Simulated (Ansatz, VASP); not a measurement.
# NiTeS (1T-NiSTe bilayer, AA) in two plane-wave programs

Aim: how closely do two programs agree when they are given the same cell, functional and k mesh? The structure shown is the start of the Ansatz relaxation below; VASP solves that cell, so the two are compared at the walk's first step.

Main program and level: Ansatz 0.2.0; plane waves, with VASP 6.6.1 beside it; single point at LDA.

### Step 1. Set-up

The cell holds 6 atoms: 2 Te, 2 Ni and 2 S. Its edges and angles: a = 3.565 Å, b = 3.565 Å, c = 46.633 Å, α = 90.0°, β = 90.0°, γ = 120.0°. Vacuum lies along c.

### Step 2. Ansatz: relaxation, LDA

Ansatz runs on its default PAW (the set named soft_2) files.

The two programs are compared at the cell with which this relaxation starts, whose forces are those of its first step.

File input.yaml:

```yaml
crystal:
  lattice:
    - [3.565, 0.0, 0.0]
    - [-1.7825, 3.0873805645, 0.0]
    - [0.0, 0.0, 46.6328811052]
  atoms:
    - { symbol: Te, position: [0.6666666667, 0.3333333333, 0.4160154711] }
    - { symbol: Ni, position: [0.0, 0.0, 0.4470453651] }
    - { symbol: S, position: [0.3333333333, 0.6666666667, 0.4662255481] }
    - { symbol: Te, position: [0.6666666667, 0.3333333333, 0.5337744519] }
    - { symbol: Ni, position: [0.0, 0.0, 0.564804346] }
    - { symbol: S, position: [0.3333333333, 0.6666666667, 0.5839845289] }
  periodic: [true, true, false]
kpoints:
  mp_grid: { grid: [12, 12, 1] }
hamiltonian:
  xc: lda
scf:
  occupations: { method: fermi_dirac, width: 0.05 }
  convergence: { dr2_threshold: 1.0e-09 }
relax:
  f_tol: 0.004
  max_steps: 90
  cell: {}
output:
  write_potential: true
  write_density: true
  volumetric_format: npy
```

Launch:

```
> ansatz run input.yaml --threads 4 --pin off --max-ram 12288MiB --backend cpu --events-out ev --progress --plain --runs-dir out
```

Numbers of over 12 decimals in the logs are rounded to 6 here.

Output:

```text
Warning: relax.cell: scf.convergence.dr2_threshold = 1e-9 eV is looser than the 1.88672334187e-10 eV advised for a relaxation that steers and ends on the stress (1e-10 eV for each atom of the cell: 6, times the square of relax.cell.stress_2d_tol = 0.05 N/m over 17.8 Å (the atoms' height at the walk's start and 5 Å past either face), 2.804e-2 GPa, over a crystal's default 0.05). What an SCF threshold leaves in a stress goes as its square root, and in the free energy as the threshold itself, and one threshold admits the most on a small cell: [figures from the program's tests cut] Set scf.convergence.dr2_threshold to 1.88672334187e-10 eV or tighter. [rest of the remark cut]
Engine: ansatz 0.2.0, aarch64-unknown-linux-gnu
Pseudopotentials: kind: paw
Pseudopotential: Te, paw, valence charge 16, recommended cutoff 420 eV (normal), Te.paw.azcp
Pseudopotential: Ni, paw, valence charge 18, recommended cutoff 420 eV (normal), Ni.paw.azcp
Pseudopotential: S, paw, valence charge 6, recommended cutoff 420 eV (normal), S.paw.azcp
Functional definition: SPW92
  exchange = slater_x
  correlation = pw_c
Crystal: 6 atoms, lattice volume = 513.265 Å³
Basis set: ecut = 420 eV, 9869 PW (Γ)
Bands: 48, of which v1, the nominal top of the filled ones, is band 40 counted from 1 (39 counted from 0)
Symmetry: 6 space group operations
Space group: P3m1 (ITA 156), of the structure as read, at distance tolerance 8.0e-5 Å
k-points: 19 of 144 (time reversal used)
Non-local potential: Te, projectors of the file, l = 0: 2, l = 1: 2, l = 2: 2, l = 3: 2
Non-local potential: Ni, projectors of the file, l = 0: 3, l = 1: 2, l = 2: 3, l = 3: 1
Non-local potential: S, projectors of the file, l = 0: 2, l = 1: 2, l = 2: 2
PAW form: soft (Blöchl's): semilocal exchange-correlation on the pseudo side does not see the compensation charge
PAW frozen core: Te, regenerated for the run's functional, and the local potential with it (the file was generated under x = pbe(κ = 0.804, μ = 0.219515), c = pbe(β = 0.066725))
PAW frozen core: Ni, regenerated for the run's functional, and the local potential with it (the file was generated under x = pbe(κ = 0.804, μ = 0.219515), c = pbe(β = 0.066725))
PAW frozen core: S, regenerated for the run's functional, and the local potential with it (the file was generated under x = pbe(κ = 0.804, μ = 0.219515), c = pbe(β = 0.066725))
PAW one-centre angular grid: Te, 590 points (default); XC on 64 Gauss nodes
PAW one-centre angular grid: Ni, 590 points (default); XC on 64 Gauss nodes
PAW one-centre angular grid: S, 110 points (default); XC on 64 Gauss nodes
Initial density: superposition of atomic densities (neutral atoms: chi_scale 0, normalization atom), corrected by the library's trained network
Initial wavefunctions: pseudopotential atomic-orbital guess
Functional: x = slater, c = lda
SCF iter   1: F=—  HF=-26941.282788 eV  |F-HF|=—  |Δ(HF+E_count)|=         —  Δρ=5.09e-3  dr2=7.93e-1  ethr=1.77e-3  ⟨swp⟩=20.4  Hψ=6575  notcnv=0  defer=1
preconditioner: auto → LDOS  [metal: Δε(μ)=0.103 eV  Ē_g=7.965 eV  σ=0.050 eV  W_gap=0.44  n_scr=28 (ndim 8)  ℏωp=10.9 eV  f_vac=0.751  D(μ)=3.51/eV (n_scr^D=16)  β→1.0]
SCF iter   2: F=—  HF=-26941.259338 eV  |F-HF|=—  |Δ(HF+E_count)|=   2.34e-2  Δρ=4.94e-3  dr2=8.31e-2  ethr=9.91e-4  ⟨swp⟩=3.6  Hψ=1540  notcnv=0  defer=14
SCF iter   3: F=—  HF=-26941.257607 eV  |F-HF|=—  |Δ(HF+E_count)|=   1.73e-3  Δρ=4.98e-3  dr2=8.16e-2  ethr=1.04e-4  ⟨swp⟩=4.3  Hψ=2213  notcnv=0  defer=14
SCF iter   4: F=—  HF=-26941.249378 eV  |F-HF|=—  |Δ(HF+E_count)|=   8.23e-3  Δρ=2.25e-3  dr2=1.64e-2  ethr=1.02e-4  ⟨swp⟩=2.4  Hψ=1070  notcnv=0  defer=14
SCF iter   5: F=—  HF=-26941.248172 eV  |F-HF|=—  |Δ(HF+E_count)|=   1.21e-3  Δρ=2.54e-4  dr2=3.18e-4  ethr=2.05e-5  ⟨swp⟩=3.1  Hψ=1709  notcnv=0  defer=14
SCF iter   6: F=—  HF=-26941.248277 eV  |F-HF|=—  |Δ(HF+E_count)|=   1.05e-4  Δρ=7.13e-5  dr2=6.27e-5  ethr=3.97e-7  ⟨swp⟩=2.7  Hψ=1783  notcnv=0  defer=15
SCF iter   7: F=—  HF=-26941.248295 eV  |F-HF|=—  |Δ(HF+E_count)|=   1.73e-5  Δρ=2.26e-4  dr2=1.66e-4  ethr=7.84e-8  ⟨swp⟩=2.9  Hψ=2005  notcnv=0  defer=15  recentre
SCF iter   8: F=—  HF=-26941.248264 eV  |F-HF|=—  |Δ(HF+E_count)|=   3.11e-5  Δρ=3.61e-5  dr2=4.10e-6  ethr=7.84e-8  ⟨swp⟩=3.1  Hψ=1907  notcnv=0  defer=15
[...]
preconditioner: auto → LDOS  [metal: Δε(μ)=0.004 eV  Ē_g=8.123 eV  σ=0.050 eV  W_gap=0.02  n_scr=28 (ndim 8)  ℏωp=11.0 eV  f_vac=0.766  D(μ)=4.06/eV (n_scr^D=16)  β→1.0]
SCF iter   2: F=—  HF=-26941.598079 eV  |F-HF|=—  |Δ(HF+E_count)|=   6.37e-5  Δρ=5.05e-5  dr2=1.12e-5  ethr=3.13e-10  ⟨swp⟩=5.9  Hψ=3448  notcnv=0
SCF iter   3: F=—  HF=-26941.598076 eV  |F-HF|=—  |Δ(HF+E_count)|=   3.05e-6  Δρ=1.10e-5  dr2=9.06e-7  ethr=3.13e-10  ⟨swp⟩=2.5  Hψ=1812  notcnv=0
SCF iter   4: F=—  HF=-26941.598078 eV  |F-HF|=—  |Δ(HF+E_count)|=   2.04e-6  Δρ=2.70e-5  dr2=2.44e-6  ethr=3.13e-10  ⟨swp⟩=3.0  Hψ=2098  notcnv=0  recentre
SCF iter   5: F=—  HF=-26941.598078 eV  |F-HF|=—  |Δ(HF+E_count)|=   1.23e-7  Δρ=3.80e-6  dr2=8.00e-8  ethr=3.13e-10  ⟨swp⟩=2.7  Hψ=1839  notcnv=0
SCF iter   6: F=—  HF=-26941.598078 eV  |F-HF|=—  |Δ(HF+E_count)|=   1.28e-7  Δρ=9.02e-7  dr2=8.33e-9  ethr=9.99e-11  ⟨swp⟩=2.9  Hψ=1792  notcnv=0
SCF iter   7: F=—  HF=-26941.598078 eV  |F-HF|=—  |Δ(HF+E_count)|=   6.04e-8  Δρ=5.32e-7  dr2=1.72e-9  ethr=1.04e-11  ⟨swp⟩=2.5  Hψ=1430  notcnv=0
SCF iter   8: F=-26941.598078 eV  HF=-26941.598078 eV  |F-HF|=7.20e-10  |Δ(HF+E_count)|=   2.16e-9  Δρ=1.04e-7  dr2=5.72e-11  ethr=1.25e-12  ⟨swp⟩=16.5  Hψ=7020  notcnv=0
SCF 9 converged in 8 iterations: F = -26941.598078 eV  dr2 = 5.72e-11
relax step   9: F+E_penalty+E_count = -26941.59807803 eV  Δ(F+E_penalty+E_count) = +6.137e-4 eV  max|allowed force component| = 2.448e-3 eV/Å  Δτ_max = 0.0000 Å  P = -0.000 N/m  Ω = 504.588 Å³  fix = [c, alpha, beta]  reactions: c -0.000 N/m  stress off target by 8.22e-6 N/m on what of the cell is left free  SCF on the basis re-selected at this cell (its energy is not comparable with the rows above)  (8 SCF iters)
basis re-selected at this cell: Δ(F+E_penalty+E_count) = +6.137e-4 eV, ΔP = -0.003 N/m vs the last step (what re-selecting the basis moved, of the pressure what is left beyond the Pulay correction that the steps carried, after the strain that the cell walked since its last selection, with what the two solves' SCF thresholds leave and, on support functions, any second-order correction that the steps lacked; it is no m [...]
WARN: The output density's exchange-correlation potential varies sharply where the density is thin. Do not read a vacuum level from v_tot or v_xc, or from such a field of the output density. On a cell that repeats whose density bears no net charge and no dipole along the vacuum's axis use v_es (v_loc + v_h of the components); under efield.dipole_correction with no amplitude use v_es + v_field, which holds any externa [...]
SCF converged after 8 iterations
Free energy (F): -26941.598078 eV
Harris-Foulkes:  -26941.598078 eV  (|F-HF|=7.20e-10)
Internal energy: -26941.566186 eV  (E = F + TS)
E sigma→0 (E₀):  -26941.582132 eV
Entropy (-TS):   -0.031892 eV (-5.315 meV/atom)
Fermi energy:    -5.207072 eV
--- Per-component energies (eV) ---
  E_band       = -2557.729608
  E_kinetic    = 1151.248868
  E_local      = -478207.417966  (includes V_loc(G=0)·N_el)
  E_nonlocal   = 727.353422
  E_hartree    = 238103.692024
  E_xc         = -612.640308
  E_vxc        = -608.468739  (∫ρ·V_xc dr)
  E_paw        = -13284.298577  (= ΣΔE_a)
  E_vpaw       = -1827.830114  (= ΣTr[D̂ρ^β])
  E_aug_tail   = 0.000447  (compensation charges beyond the density's cutoff)
  E_ewald      = 225177.963946
  E_core_change = 2.531958  (= ΣΔE_core)
  E_smearing   = -0.031892  (= −TS)
  E_closure    = 0.000000  (closes the sum)
  Σ components = -26941.598078   (vs F -26941.598078, Δ=0.00e0)
--- Forces (eV/Å), atoms counted from 1 ---
  atom   1  Te    -0.00000000     0.00000000    -0.00068241
  atom   2  Ni     0.00000000    -0.00000000    -0.00129955
  atom   3  S     -0.00000000     0.00000000     0.00242833
  atom   4  Te    -0.00000000     0.00000000     0.00182716
  atom   5  Ni     0.00000000    -0.00000000    -0.00101316
  atom   6  S     -0.00000000     0.00000000    -0.00137973
  max |Σ_I F_I| component: 1.19e-4 eV/Å
--- 2D stress c σ (N/m, compression-positive) ---
       -0.000008      -0.000000       0.000000
       -0.000000      -0.000008      -0.000000
        0.000000      -0.000000      -0.000000
  P = ½ c Tr σ = -0.0000 N/m
--- Band table (eV; the first three rows and the last of 19) ---
  k-point 0: bands = [... 36 lower, -5.5830, -5.0902, -5.0902, -4.2141, -3.4768, -3.4768, -3.0796, -3.0796, ... 4 higher]
  k-point 1: bands = [... 36 lower, -5.7076, -5.4129, -5.2074, -4.2083, -3.8619, -3.5724, -3.5246, -3.1213, ... 4 higher]
  k-point 2: bands = [... 36 lower, -6.0328, -5.5790, -5.5445, -5.1775, -4.3998, -3.7892, -3.7104, -3.1814, ... 4 higher]
  k-point 18: bands = [... 36 lower, -7.1520, -6.9667, -6.8885, -6.5178, -5.8167, -4.6116, -4.3046, -3.1728, ... 4 higher]
  the weakly bound empty levels are not read free of the cell's end (no_gap_told)
--- Relaxed structure (8 steps of the walk, 7 accepted, 1 SCFs on fresh bases) ---
  F+E_penalty+E_count = -26941.59807803 eV   max|allowed force component| = 2.448e-3 eV/Å   (the final SCF, on the basis selected at the relaxed cell)
  cell:  # Å, volume = 504.5878 Å³
    - [3.534736, 0, 0]
    - [-1.767368, 3.061171, 0]
    - [0, 0, 46.6328811052]
  atoms:
    - { symbol: Te, position: [0.666667, 0.333333, 0.423378] }
    - { symbol: Ni, position: [3.735459702546882e-18, 0, 0.454762] }
    - { symbol: S, position: [0.333333, 0.666667, 0.476839] }
    - { symbol: Te, position: [0.666667, 0.333333, 0.525495] }
    - { symbol: Ni, position: [-4.668832956377422e-18, 0, 0.555160] }
    - { symbol: S, position: [0.333333, 0.666667, 0.576216] }
```

### Step 3. VASP: single point, LDA, start cell

The same cell, functional (in two slightly different forms), mesh and smearing now go to VASP, with its own data sets.

Lines of VASP's logs that name or quote its potential files are left out, and so is its time.

File INCAR:

```
SYSTEM = NiTeS
PREC = Accurate
ENCUT = 520
EDIFF = 1E-06
NELM = 120
ISMEAR = -1
SIGMA = 0.05
LREAL = .FALSE.
ALGO = Normal
GGA = CA
NBANDS = 28
LASPH = .TRUE.
LORBIT = 11
LWAVE = .FALSE.
LCHARG = .FALSE.
ISIF = 2
LDIPOL = .TRUE.
IDIPOL = 3
DIPOL = 0.5 0.5 0.502
LVHAR = .TRUE.
GGA_COMPAT = .FALSE.
NELMDL = -8
KPAR = 2
```

File POSCAR:

```
NiTeS
1.0
    3.5650000000      0.0000000000      0.0000000000
   -1.7825000000      3.0873810000      0.0000000000
    0.0000000000      0.0000000000     46.6328810000
Te Ni S
2 2 2
Direct
    0.6666666667      0.3333333333      0.4160154720
    0.6666666667      0.3333333333      0.5337744627
    0.0000000000      0.0000000000      0.4470453584
    0.0000000000      0.0000000000      0.5648043491
    0.3333333333      0.6666666667      0.4662255587
    0.3333333333      0.6666666667      0.5839845280
```

File KPOINTS:

```
Automatic mesh
0
Gamma
12 12 1
0 0 0
```

Potentials, in the order of the species: Te, Ni and S (LDA family, release 64).

Launch:

```
> mpirun -np 2 vasp_std
```

Output:

```text
[banner, memory and clock lines left out]
running    2 mpi-ranks, on    1 nodes
 distrk:  each k-point on    1 cores,    2 groups
 distr:  one band on    1 cores,    1 groups

 POSCAR found type information on POSCAR TeNiS
 POSCAR found :  3 types and       6 ions
 LDA part: xc-table for (Slater(with rela. corr.)+CA(PZ))
 , standard interpolation
 POSCAR, INCAR and KPOINTS ok, starting setup
 FFT: planning ... GRIDC
 FFT: planning ... GRID_SOFT
 FFT: planning ... GRID
 WAVECAR not read
 entering main loop
       N       E                     dE             d eps       ncg     rms          rms(c)
DAV:   1     0.326689850070E+03    0.32669E+03   -0.14858E+04  1072   0.117E+03
DAV:   2     0.130575280512E+02   -0.31363E+03   -0.30477E+03  1428   0.268E+02
DAV:   3    -0.328568187215E+02   -0.45914E+02   -0.44628E+02  1336   0.110E+02
DAV:   4    -0.348862962079E+02   -0.20295E+01   -0.20006E+01  1272   0.268E+01
DAV:   5    -0.349561947265E+02   -0.69899E-01   -0.69832E-01  1468   0.491E+00
DAV:   6    -0.349580258808E+02   -0.18312E-02   -0.18301E-02  1348   0.738E-01
DAV:   7    -0.349581070766E+02   -0.81196E-04   -0.81194E-04  1564   0.146E-01
DAV:   8    -0.349581084236E+02   -0.13471E-05   -0.13467E-05  1272   0.159E-02    0.239E+01
DAV:   9    -0.460466696414E+02   -0.11089E+02   -0.10573E+02  1280   0.192E+02    0.414E+01
DAV:  10    -0.347574069079E+02    0.11289E+02   -0.22383E+01  1304   0.813E+01    0.195E+01
DAV:  11    -0.491953592954E+02   -0.14438E+02   -0.11882E+02  1568   0.127E+02    0.415E+01
DAV:  12    -0.333389461133E+02    0.15856E+02   -0.12813E+02  1724   0.702E+01    0.153E+01
DAV:  13    -0.355899670725E+02   -0.22510E+01   -0.34040E+01  1620   0.386E+01    0.187E+01
DAV:  14    -0.321146790810E+02    0.34753E+01   -0.26661E+01  1528   0.269E+01    0.638E+00
[...]
DAV:  36    -0.311857866202E+02   -0.89363E-05   -0.16172E-06   724   0.151E-02    0.189E-02
DAV:  37    -0.311857926020E+02   -0.59818E-05   -0.13200E-06   700   0.220E-02    0.139E-02
DAV:  38    -0.311858028570E+02   -0.10255E-04   -0.24114E-06   876   0.104E-02    0.103E-02
DAV:  39    -0.311858051976E+02   -0.23406E-05   -0.57432E-07   696   0.703E-03    0.101E-02
DAV:  40    -0.311858062313E+02   -0.10337E-05   -0.19552E-07   636   0.352E-03    0.923E-03
DAV:  41    -0.311858087173E+02   -0.24860E-05   -0.18823E-07   656   0.532E-03    0.624E-03
DAV:  42    -0.311858103399E+02   -0.16226E-05   -0.22191E-07   664   0.376E-03    0.462E-03
DAV:  43    -0.311858104410E+02   -0.10107E-06   -0.77602E-08   628   0.333E-03
   1 F= -.31185810E+02 E0= -.31171058E+02  d E =-.295059E-01
```

[end of part 1 of 2]

[Lines on the potential files, build, host, timing and source positions are cut from VASP's logs without a mark.]

[Logs are printed without paths, hosts, clocks, repeated set-up lines and the standing remarks that a program may print on its own settings, such as how far it seeks lower states.]

[Hosts, paths, dates, database ids (printed as entryN), source tags and the programs' standing remarks are cut or masked in the printed files.]
